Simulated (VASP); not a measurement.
Calculation: PBE GGA, VASP's PBE PAW potentials (set 64) (plane waves; VASP).

The input files of a VASP run:

### INCAR
```
! general
SYSTEM =MgI2 monolayer
PREC   =Normal
ENCUT  =400
LREAL  =F
LASPH  =T

! electronic loop
EDIFF  =1E-5
NELM   =100
NELMIN =4
ALGO   =Normal
LMAXMIX=4

! smearing
ISMEAR =0
SIGMA  =0.05

! functional
GGA    =PE

! ions
IBRION =2
NSW    =50
ISIF   =4
EDIFFG =-0.03

! output
LWAVE  =T
LCHARG =F
```

File KPOINTS:
```
kpoints
0
gamma
12 12 1
0 0 0
```

**POSCAR**
```
MgI2 monolayer
1
    4.2086479852     0.0000000000     0.0000000000
   -2.1043239926     3.6447956277     0.0000000000
    0.0000000000     0.0000000000    21.3211552325
I Mg
2 1
Direct
  0.6666670000   0.3333330000   0.4140740000
  0.3333330000   0.6666670000   0.5859260000
  0.0000000000   0.0000000000   0.5000000000
```

POTCAR, in this order: I Mg (PBE.64 set). Program: vasp_std.

The resulting files:

**OSZICAR**
```
...
DAV:  13    -0.767501410446E+01   -0.49515E-05   -0.97458E-07   408   0.404E-03
   2 F= -.76750141E+01 E0= -.76750141E+01  d E =-.555226E-01
       N       E                     dE             d eps       ncg     rms          rms(c)
DAV:   1    -0.775182464693E+01   -0.76815E-01   -0.58509E+00   544   0.141E+01    0.100E+00
DAV:   2    -0.773366872003E+01    0.18156E-01   -0.21452E-01   548   0.322E+00    0.626E-01
DAV:   3    -0.771655652199E+01    0.17112E-01   -0.10884E-02   596   0.761E-01    0.335E-01
DAV:   4    -0.770770926424E+01    0.88473E-02   -0.12901E-02   576   0.698E-01    0.100E-01
DAV:   5    -0.770786028110E+01   -0.15102E-03   -0.17088E-03   580   0.234E-01    0.942E-02
DAV:   6    -0.770803682490E+01   -0.17654E-03   -0.63627E-05   572   0.543E-02    0.672E-02
DAV:   7    -0.770852886339E+01   -0.49204E-03   -0.16853E-04   516   0.727E-02    0.280E-02
DAV:   8    -0.770899453127E+01   -0.46567E-03   -0.23930E-04   532   0.805E-02    0.215E-02
DAV:   9    -0.770929178214E+01   -0.29725E-03   -0.63719E-05   548   0.422E-02    0.413E-02
DAV:  10    -0.770945578440E+01   -0.16400E-03   -0.68431E-05   548   0.365E-02    0.236E-02
DAV:  11    -0.770946428704E+01   -0.85026E-05   -0.17895E-06   428   0.786E-03
   3 F= -.77094643E+01 E0= -.77094643E+01  d E =-.899728E-01
       N       E                     dE             d eps       ncg     rms          rms(c)
DAV:   1    -0.770959828322E+01   -0.14250E-03   -0.91709E-03   552   0.560E-01    0.392E-02
DAV:   2    -0.770956501171E+01    0.33272E-04   -0.32260E-04   544   0.126E-01    0.243E-02
DAV:   3    -0.770953273581E+01    0.32276E-04   -0.20324E-05   432   0.335E-02    0.122E-02
DAV:   4    -0.770951483257E+01    0.17903E-04   -0.29948E-05   552   0.341E-02    0.478E-03
DAV:   5    -0.770951490462E+01   -0.72050E-07   -0.22893E-06   352   0.104E-02
   4 F= -.77095149E+01 E0= -.77095149E+01  d E =-.900234E-01
       N       E                     dE             d eps       ncg     rms          rms(c)
DAV:   1    -0.771712454076E+01   -0.76097E-02   -0.40758E-01   496   0.356E+00    0.270E-01
DAV:   2    -0.771674766889E+01    0.37687E-03   -0.13726E-02   504   0.823E-01    0.122E-01
DAV:   3    -0.771597735103E+01    0.77032E-03   -0.53158E-04   564   0.176E-01    0.751E-02
DAV:   4    -0.771544575076E+01    0.53160E-03   -0.86617E-04   552   0.181E-01    0.266E-02
DAV:   5    -0.771543487047E+01    0.10880E-04   -0.98855E-05   592   0.602E-02    0.181E-02
DAV:   6    -0.771542775196E+01    0.71185E-05   -0.39273E-06   424   0.139E-02
   5 F= -.77154278E+01 E0= -.77154278E+01  d E =-.591285E-02
       N       E                     dE             d eps       ncg     rms          rms(c)
DAV:   1    -0.774287471817E+01   -0.27440E-01   -0.36394E+00   496   0.107E+01    0.787E-01
DAV:   2    -0.773943123051E+01    0.34435E-02   -0.12348E-01   492   0.246E+00    0.359E-01
DAV:   3    -0.773263672234E+01    0.67945E-02   -0.47754E-03   568   0.523E-01    0.213E-01
DAV:   4    -0.772817765916E+01    0.44591E-02   -0.75595E-03   560   0.533E-01    0.774E-02
DAV:   5    -0.772800281795E+01    0.17484E-03   -0.83286E-04   596   0.173E-01    0.530E-02
DAV:   6    -0.772787372733E+01    0.12909E-03   -0.38810E-05   576   0.402E-02    0.371E-02
DAV:   7    -0.772772593995E+01    0.14779E-03   -0.20761E-04   580   0.720E-02    0.179E-02
DAV:   8    -0.772781417563E+01   -0.88236E-04   -0.20438E-05   488   0.240E-02    0.138E-02
DAV:   9    -0.772798732939E+01   -0.17315E-03   -0.42603E-05   500   0.317E-02    0.593E-03
DAV:  10    -0.772806718996E+01   -0.79861E-04   -0.42661E-06   412   0.136E-02    0.246E-03
DAV:  11    -0.772811438828E+01   -0.47198E-04   -0.25769E-06   408   0.785E-03    0.204E-03
DAV:  12    -0.772813863097E+01   -0.24243E-04   -0.14545E-06   368   0.487E-03    0.115E-03
DAV:  13    -0.772814210948E+01   -0.34785E-05   -0.23746E-07   420   0.199E-03
   6 F= -.77281421E+01 E0= -.77281421E+01  d E =-.186272E-01
       N       E                     dE             d eps       ncg     rms          rms(c)
DAV:   1    -0.778060911656E+01   -0.52470E-01   -0.14365E+01   504   0.214E+01    0.157E+00
DAV:   2    -0.777152302135E+01    0.90861E-02   -0.50589E-01   496   0.491E+00    0.696E-01
DAV:   3    -0.774570250730E+01    0.25821E-01   -0.18495E-02   572   0.103E+00    0.410E-01
DAV:   4    -0.772858260918E+01    0.17120E-01   -0.27422E-02   552   0.101E+00    0.144E-01
DAV:   5    -0.772764039154E+01    0.94222E-03   -0.30036E-03   592   0.325E-01    0.100E-01
DAV:   6    -0.772702340531E+01    0.61699E-03   -0.11840E-04   576   0.714E-02    0.703E-02
DAV:   7    -0.772580541067E+01    0.12180E-02   -0.87870E-04   584   0.151E-01    0.396E-02
DAV:   8    -0.772601001274E+01   -0.20460E-03   -0.11567E-04   504   0.591E-02    0.279E-02
DAV:   9    -0.772650620071E+01   -0.49619E-03   -0.11910E-04   472   0.621E-02    0.936E-03
DAV:  10    -0.772672723948E+01   -0.22104E-03   -0.11185E-05   452   0.251E-02    0.870E-03
DAV:  11    -0.772688758113E+01   -0.16034E-03   -0.57757E-06   428   0.147E-02    0.376E-03
DAV:  12    -0.772696008022E+01   -0.72499E-04   -0.27622E-06   404   0.856E-03    0.143E-03
DAV:  13    -0.772697336333E+01   -0.13283E-04   -0.46052E-07   384   0.331E-03    0.863E-04
DAV:  14    -0.772698110644E+01   -0.77431E-05   -0.36323E-07   336   0.273E-03
   7 F= -.77269811E+01 E0= -.77269811E+01  d E =-.174662E-01
       N       E                     dE             d eps       ncg     rms          rms(c)
DAV:   1    -0.774875860836E+01   -0.21785E-01   -0.41320E+00   488   0.112E+01    0.970E-01
DAV:   2    -0.774398507499E+01    0.47735E-02   -0.14967E-01   516   0.267E+00    0.414E-01
DAV:   3    -0.773591952157E+01    0.80656E-02   -0.57387E-03   568   0.577E-01    0.282E-01
DAV:   4    -0.773049281166E+01    0.54267E-02   -0.98620E-03   568   0.615E-01    0.978E-02
DAV:   5    -0.773070809892E+01   -0.21529E-03   -0.11994E-03   572   0.213E-01    0.604E-02
DAV:   6    -0.773082115899E+01   -0.11306E-03   -0.77364E-05   564   0.564E-02    0.424E-02
DAV:   7    -0.773128352774E+01   -0.46237E-03   -0.23656E-04   516   0.822E-02    0.120E-02
DAV:   8    -0.773160362286E+01   -0.32010E-03   -0.95149E-05   552   0.501E-02    0.138E-02
DAV:   9    -0.773186313769E+01   -0.25951E-03   -0.65222E-05   548   0.386E-02    0.105E-02
DAV:  10    -0.773199606336E+01   -0.13293E-03   -0.27673E-05   552   0.233E-02    0.364E-03
DAV:  11    -0.773204293109E+01   -0.46868E-04   -0.55051E-06   452   0.108E-02    0.138E-03
DAV:  12    -0.773205715100E+01   -0.14220E-04   -0.15840E-06   396   0.544E-03    0.127E-03
DAV:  13    -0.773205989812E+01   -0.27471E-05   -0.52553E-07   372   0.255E-03
   8 F= -.77320599E+01 E0= -.77320599E+01  d E =-.225450E-01
       N       E                     dE             d eps       ncg     rms          rms(c)
DAV:   1    -0.773900418647E+01   -0.69470E-02   -0.29057E-01   548   0.297E+00    0.279E-01
DAV:   2    -0.773560329868E+01    0.34009E-02   -0.66753E-03   540   0.622E-01    0.168E-01
DAV:   3    -0.773338212924E+01    0.22212E-02   -0.24157E-03   568   0.315E-01    0.527E-02
DAV:   4    -0.773310449082E+01    0.27764E-03   -0.56967E-04   588   0.138E-01    0.264E-02
DAV:   5    -0.773305924673E+01    0.45244E-04   -0.15497E-05   424   0.312E-02    0.197E-02
DAV:   6    -0.773301487681E+01    0.44370E-04   -0.70268E-05   584   0.432E-02    0.122E-02
DAV:   7    -0.773306505268E+01   -0.50176E-04   -0.75730E-06   340   0.173E-02    0.589E-03
DAV:   8    -0.773311397215E+01   -0.48919E-04   -0.12172E-05   412   0.175E-02    0.347E-03
DAV:   9    -0.773317281679E+01   -0.58845E-04   -0.64227E-06   408   0.121E-02    0.359E-03
DAV:  10    -0.773318823996E+01   -0.15423E-04   -0.13362E-06   416   0.540E-03    0.207E-03
DAV:  11    -0.773320526270E+01   -0.17023E-04   -0.59499E-07   388   0.371E-03    0.117E-03
DAV:  12    -0.773320883156E+01   -0.35689E-05   -0.20598E-07   408   0.189E-03
   9 F= -.77332088E+01 E0= -.77332088E+01  d E =-.114893E-02
```

### OUTCAR
```
------------------------ aborting loop because EDIFF is reached ----------------------------------------
  FORCE on cell =-STRESS in cart. coord.  units (eV):
  Direction    XX          YY          ZZ          XY          YZ          ZX
  --------------------------------------------------------------------------------------
  Total        0.0028828      0.0028828     -0.0294325      0.0000000      0.0000000     -0.0000000
  in kB        0.0141222      0.0141222     -0.1441823      0.0000000      0.0000000     -0.0000000
  external PRESSURE =      -0.0386460 kB  Pullay stress =       0.0000000 kB
  volume of cell :      327.06
      direct lattice vectors                 reciprocal lattice vectors
     4.200005431  0.000000000  0.000000000     0.238094930  0.137464182 -0.000000000
    -2.100002715  3.637311125 -0.000000000    -0.000000000  0.274928365 -0.000000000
     0.000000000  0.000000000 21.408991670    -0.000000000  0.000000000  0.046709346
 POSITION                                       TOTAL-FORCE (eV/Angst)
 -----------------------------------------------------------------------------------
      2.10000      1.21244      9.02958        -0.000000      0.000000      0.007084
     -0.00000      2.42488     12.37941         0.000000     -0.000000     -0.007084
      4.20001      0.00000     10.70450        -0.000000     -0.000000      0.000000
 -----------------------------------------------------------------------------------
    total drift:                               -0.000000     -0.000000      0.000000
  FREE ENERGIE OF THE ION-ELECTRON SYSTEM (eV)
  ---------------------------------------------------
  free  energy   TOTEN  =        -7.7332088316 eV

  energy  without entropy=       -7.7332088316  energy(sigma->0) =       -7.73320883

 reached required accuracy - stopping structural energy minimisation
```
(Selected blocks of OUTCAR.)

**CONTCAR**
```
MgI2 monolayer
   1.00000000000000
     4.2000054309795960    0.0000000000000002    0.0000000000000000
    -2.1000027154897980    3.6373111247294325   -0.0000000000000000
     0.0000000000000001    0.0000000000000001   21.4089916703652534
  I               Mg
     2     1
Direct
     0.6666669999999968    0.3333330000000032    0.4217659626322103
     0.3333330000000032    0.6666669999999968    0.5782340373677897
     1.0000000000000000    0.0000000000000000    0.5000000000000000
```

The cell is a sheet with vacuum, built from MgI2 (1T layered).
